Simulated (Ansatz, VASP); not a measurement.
## BaCdTeSe in two plane-wave programs

Aim: how closely do two programs agree when they are given the same cell, functional and k mesh? The cell is invented: As first built, before any earlier steps moved the atoms (in the runner's words): it takes the ZnCdTeSe structure with some of its atoms replaced by other elements, volume scaled by an estimate. It may not be a known or stable phase. The cell is taken from a series of VASP runs on this material, whose earlier steps may have relaxed, scaled or displaced it; both programs get it as it stands. Valence electrons are named where the data sets of a main pair hold unlike numbers.

Main program and level: Ansatz 0.2.0; plane waves, with VASP 6.6.1 beside it; relaxation of cell and atoms at PBE.

## Step 1: The starting structure

The structure is triclinic, space group P1 (No. 1). Conventional cell: a = 4.918 Å, b = 4.919 Å, c = 8.679 Å, α = 73.94°, β = 73.79°, γ = 60.03°. Nearest to Ba lie 3 Se at 3.09 Å and 1 Te at 3.47 Å. Te has 3 Cd at 2.97 Å and 1 Ba at 3.47 Å nearest. Nearest to Cd lie 1 Se at 2.69 Å and 3 Te at 2.97 Å. Se has 1 Cd at 2.69 Å and 3 Ba at 3.09 Å nearest. As first built, before any earlier steps moved the atoms (in the runner's words): sites of the ZnCdTeSe structure (space group 160) filled with other elements, volume scaled by an estimate. Farther neighbours and most contacts between anions are not listed.

## Step 2: VASP: relaxation of cell and atoms, PBE

The relaxed volume is the usual yardstick between codes: in a stiff, nearly cubic crystal its relative difference is about their pressure difference at one cell divided by the bulk modulus.

Lines of VASP's logs that name or quote its potential files are left out, and so is its time.

File INCAR:

```
SYSTEM = BaCdTeSe
PREC = Accurate
ENCUT = 400
EDIFF = 1E-06
NELM = 100
ISMEAR = 0
SIGMA = 0.05
LREAL = .FALSE.
ALGO = Normal
GGA = PE
NBANDS = 23
LORBIT = 11
LWAVE = .FALSE.
LCHARG = .FALSE.
KPAR = 2
IBRION = 2
NSW = 60
ISIF = 3
EDIFFG = -0.01
```

File POSCAR:

```
BaCdTeSe
1.0
    2.4882204127      1.4174577220      8.2275277403
   -2.4310240857      1.4156970452      8.2099278922
    0.0270814400     -2.8443763113      8.2206302449
Ba Te Cd Se
1 1 1 1
Direct
    0.6314349175      0.6263145568      0.6297973024
    0.4842049808      0.4941390936      0.4873570586
    0.1172199836      0.1245631495      0.1195355434
    0.0121411181      0.0107142001      0.0117170956
```

File KPOINTS:

```
Automatic mesh
0
Gamma
6 6 6
0 0 0
```

Potentials, in the order of the species: Ba_sv, Te, Cd and Se (PBE family, release 64).

Run with:

```bash
> mpirun -np 2 vasp_std
```

Numbers of over 12 decimals in the logs are rounded to 6 here.

Output:

```text
[banner, memory and clock lines left out]
running    2 mpi-ranks, on    1 nodes
 distrk:  each k-point on    1 cores,    2 groups
 distr:  one band on    1 cores,    1 groups

 POSCAR found type information on POSCAR BaTeCdSe
 POSCAR found :  4 types and       4 ions
 LDA part: xc-table for (Slater+PW92), standard interpolation
 POSCAR, INCAR and KPOINTS ok, starting setup
 FFT: planning ... GRIDC
 FFT: planning ... GRID_SOFT
 FFT: planning ... GRID
 WAVECAR not read
 entering main loop
       N       E                     dE             d eps       ncg     rms          rms(c)
DAV:   1     0.191659790358E+03    0.19166E+03   -0.12264E+04  5152   0.100E+03
DAV:   2    -0.374773427757E+00   -0.19203E+03   -0.18507E+03  6512   0.242E+02
DAV:   3    -0.143334243715E+02   -0.13959E+02   -0.13895E+02  7549   0.670E+01
DAV:   4    -0.146528784952E+02   -0.31945E+00   -0.31920E+00  7592   0.803E+00
DAV:   5    -0.146565692298E+02   -0.36907E-02   -0.36906E-02  6981   0.792E-01    0.611E+00
DAV:   6    -0.136447395802E+02    0.10118E+01   -0.18511E+00  6601   0.964E+00    0.465E+00
DAV:   7    -0.135376668228E+02    0.10707E+00   -0.10276E+00  6692   0.462E+00    0.227E+00
DAV:   8    -0.135414828738E+02   -0.38161E-02   -0.12015E-01  6643   0.249E+00    0.567E-01
DAV:   9    -0.135444963368E+02   -0.30135E-02   -0.16384E-02  6643   0.108E+00    0.186E-01
DAV:  10    -0.135474681274E+02   -0.29718E-02   -0.59853E-03  5971   0.430E-01    0.157E-01
DAV:  11    -0.135486855847E+02   -0.12175E-02   -0.14348E-03  5810   0.178E-01    0.483E-02
DAV:  12    -0.135488823323E+02   -0.19675E-03   -0.24106E-04  6848   0.738E-02    0.233E-02
DAV:  13    -0.135489310605E+02   -0.48728E-04   -0.60115E-05  5873   0.331E-02    0.688E-03
DAV:  14    -0.135489371536E+02   -0.60932E-05   -0.57561E-06  5551   0.113E-02    0.374E-03
DAV:  15    -0.135489396418E+02   -0.24882E-05   -0.37106E-06  4921   0.806E-03    0.174E-03
DAV:  16    -0.135489398907E+02   -0.24889E-06   -0.27555E-07  4690   0.266E-03
   1 F= -.13548940E+02 E0= -.13548940E+02  d E =-.135489E+02
 curvature:   0.00 expect dE= 0.000E+00 dE for cont linesearch  0.000E+00
 trial: gam= 0.00000 g(F)=  0.725E-04 g(S)=  0.199E-03 ort = 0.000E+00 (trialstep = 0.100E+01)
 search vector abs. value=  0.271E-03
 bond charge predicted
       N       E                     dE             d eps       ncg     rms          rms(c)
DAV:   1    -0.135500359846E+02   -0.10963E-02   -0.37313E-02  5320   0.134E+00    0.209E-01
DAV:   2    -0.135492815947E+02    0.75439E-03   -0.21701E-03  6699   0.423E-01    0.731E-02
DAV:   3    -0.135491216590E+02    0.15994E-03   -0.29759E-04  6363   0.112E-01    0.498E-02
DAV:   4    -0.135490934985E+02    0.28161E-04   -0.76351E-05  7420   0.550E-02    0.119E-02
DAV:   5    -0.135490945444E+02   -0.10459E-05   -0.11097E-05  7114   0.239E-02    0.824E-03
DAV:   6    -0.135490950715E+02   -0.52717E-06   -0.59899E-07  4263   0.621E-03
   2 F= -.13549095E+02 E0= -.13549095E+02  d E =-.155181E-03
 trial-energy change:   -0.000155  1 .order   -0.000154   -0.000271   -0.000037
 step:   1.1585(harm=  1.1585)  dis= 0.00137  next Energy=   -13.549097 (dE=-0.157E-03)
 reached required accuracy - stopping structural energy minimisation
```

Parts of OUTCAR (step 2):

```text
ion  position               nearest neighbor table
   1  0.631  0.626  0.630-   4 3.09   4 3.09   4 3.09   2 3.47
   2  0.484  0.494  0.487-   3 2.97   3 2.97   3 2.97   1 3.47
   3  0.117  0.125  0.120-   4 2.69   2 2.97   2 2.97   2 2.97
   4  0.012  0.011  0.012-   3 2.69   1 3.09   1 3.09   1 3.09

  LATTYP: Found a triclinic cell.
 ALAT       =     4.9192762974
 B/A-ratio  =     0.9998211156
 C/A-ratio  =     1.7709186600
 COS(alpha) =     0.0038716189
 COS(beta)  =     0.2890555696
 COS(gamma) =     0.4994723950

 Subroutine GETGRP returns: Found  1 space group operations
 (whereof  1 operations were pure point group operations)

The static configuration has the point symmetry C_1 .

 Found    112 irreducible k-points:

   k-points           NKPTS =    112   k-points in BZ     NKDIM =    112   number of bands    NBANDS=     23

   dimension x,y,z NGX =    60 NGY =   60 NGZ =   60
   dimension x,y,z NGXF=   120 NGYF=  120 NGZF=  120

   ENCUT  =  400.0 eV  29.40 Ry    5.42 a.u.  14.21 14.15 14.19*2*pi/ulx,y,z

   NELECT =      34.0000    total number of electrons

 k-points in reciprocal lattice and weights: Automatic mesh
   0.00000000  0.00000000  0.00000000       0.005
   0.16666667  0.00000000 -0.00000000       0.009
   0.33333333 -0.00000000  0.00000000       0.009
   0.50000000  0.00000000  0.00000000       0.005
  -0.00000000  0.16666667 -0.00000000       0.009
   0.16666667  0.16666667  0.00000000       0.009
   0.33333333  0.16666667  0.00000000       0.009
   0.50000000  0.16666667  0.00000000       0.009
  -0.33333333  0.16666667 -0.00000000       0.009
[...]
0.33333333  0.50000000  0.50000000       0.009
   0.50000000  0.50000000  0.50000000       0.005

 average (electrostatic) potential at core
       1 -38.5155       2 -92.4179       3 -40.3119       4 -55.8814

 E-fermi :   0.8106

 k-point     1 :       0.0000    0.0000    0.0000
  band No.  band energies     occupation
    ...
     13      -0.4701      2.00000
     14      -0.4685      2.00000
     15       0.1165      2.00000
     16       0.4442      2.00000
     17       0.4449      2.00000
     18       1.5240      0.00000
     19       3.8832      0.00000
     20       4.5854      0.00000
     21       4.5940      0.00000
     22       5.5834      0.00000
    ...

 k-point     2 :       0.1667    0.0000   -0.0000
  band No.  band energies     occupation
    ...
     13      -0.6392      2.00000
     14      -0.4311      2.00000
     15      -0.4234      2.00000
     16       0.1225      2.00000
     17       0.2897      2.00000
     18       2.5659      0.00000
     19       4.1811      0.00000
     20       4.3755      0.00000
     21       4.7496      0.00000
     22       5.0812      0.00000
    ...

 k-point     3 :       0.3333   -0.0000    0.0000
  band No.  band energies     occupation
    ...
     13      -1.0455      2.00000
     14      -0.5261      2.00000
     15      -0.4785      2.00000
     16       0.0704      2.00000
     17       0.1607      2.00000
     18       3.1984      0.00000
     19       3.9127      0.00000
     20       4.4345      0.00000
     21       5.0082      0.00000
     22       5.1155      0.00000
    ...

  Total       -0.0010035     -0.0040327      0.0258406     -0.0047233     -0.0039358      0.0095364
  in kB       -0.0093473     -0.0375647      0.2407035     -0.0439967     -0.0366619      0.0888313
  external PRESSURE =       0.0645972 kB  Pullay stress =       0.0000000 kB

  energy-cutoff  :      400.00
  volume of cell :      172.00
      direct lattice vectors                 reciprocal lattice vectors
     2.488194649  1.414074662  8.230619600     0.203293136  0.117485533  0.039855297
    -2.426917785  1.413817781  8.211520545    -0.203621034  0.117507055  0.041368091
     0.030422459 -2.842358007  8.223530871    -0.000144727 -0.234922244  0.040404941

 POSITION                                       TOTAL-FORCE (eV/Angst)
 -----------------------------------------------------------------------------------
      0.06988     -0.01152     15.52043         0.001614     -0.000034      0.006876
      0.02047     -0.00201     12.05052        -0.001670     -0.000246      0.001294
     -0.00715      0.00218      2.97092        -0.000837      0.000471     -0.002309
      0.00503     -0.00117      0.28304         0.000894     -0.000191     -0.005862
 -----------------------------------------------------------------------------------
    total drift:                                0.000054      0.000213      0.000564

  FREE ENERGIE OF THE ION-ELECTRON SYSTEM (eV)
  ---------------------------------------------------
  free  energy   TOTEN  =       -13.5490950715 eV

  energy  without entropy=      -13.5490950715  energy(sigma->0) =      -13.54909507

 reached required accuracy - stopping structural energy minimisation

 total charge
# of ion       s       p       d       tot
------------------------------------------
    1        2.020   5.597   0.321   7.939
    2        1.352   2.025   0.010   3.387
    3        0.442   0.245   9.538  10.226
    4        1.441   2.451   0.007   3.899
--------------------------------------------------
tot          5.255  10.319   9.877  25.451

[... 3 further parts left out ...]
```

The gap is read on the k-mesh alone, so it is an upper bound where the band edges lie off the mesh. Harder data sets than Ba_sv exist (the GW ones), and pressures, volumes and forces can shift noticeably with them.

[end of part 1 of 2]

[Lines on the potential files, build, host, timing and source positions are cut from VASP's logs without a mark.]

[Logs are printed without paths, hosts, clocks, repeated set-up lines and the standing remarks that a program may print on its own settings, such as how far it seeks lower states.]

[Hosts, paths, dates, database ids (printed as entryN), source tags and the programs' standing remarks are cut or masked in the printed files.]
